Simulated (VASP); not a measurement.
Method: LDA (Ceperley-Alder, Perdew-Zunger), VASP's LDA PAW potentials (set 64) (plane waves; VASP).

VASP input:

KPOINTS:
```
Automatic mesh
0
Gamma
5 5 5
0 0 0
```

### POSCAR
```
CsPbCl3
1
    4.9553439395     0.0000000000     0.0000000000
    0.0000000000     4.9553439395     0.0000000000
    0.0000000000     0.0000000000     4.9553439395
Cs Pb Cl
1 1 3
Direct
  0.0000000000   0.0000000000   0.0000000000
  0.5000000000   0.5000000000   0.5000000000
  0.5000000000   0.0000000000   0.5000000000
  0.0000000000   0.5000000000   0.5000000000
  0.5000000000   0.5000000000   0.0000000000
```

INCAR:
```
! general
SYSTEM =CsPbCl3
PREC   =Accurate
ENCUT  =500
LREAL  =.FALSE.
LASPH  =.TRUE.

! electronic loop
EDIFF  =1E-6
NELM   =100
ALGO   =Normal   ! blocked Davidson
LMAXMIX=4

! smearing
ISMEAR =0   ! Gaussian
SIGMA  =0.05   ! width (eV)

! ions
IBRION =2   ! conjugate gradients
NSW    =40
ISIF   =3
EDIFFG =-0.02   ! ionic stop
PSTRESS=300   ! kbar

! output
LWAVE  =.FALSE.
LCHARG =.FALSE.
```

POTCAR, in this order: Cs_sv Pb_d Cl (LDA.64 set). Program: vasp_std.

**Question.** What will the output report for the number of irreducible k-points (NKPTS), largest plane-wave count, number of space-group operations, FFT grid (NGX, NGY, NGZ)?

**Answer.** 
```yaml
number of irreducible k-points (NKPTS): 10
largest_plane_wave_count: 3100
number_of_space_group_operations: 48
FFT grid (NGX, NGY, NGZ): 36 × 36 × 36
```

The compound is CsPbCl3 in the cubic perovskite structure, the ideal cubic form; the compound distorts at low or room temperature. This run relaxes it under an external pressure of 30 GPa. Symmetry was kept, so distortions that lower it aren't found.
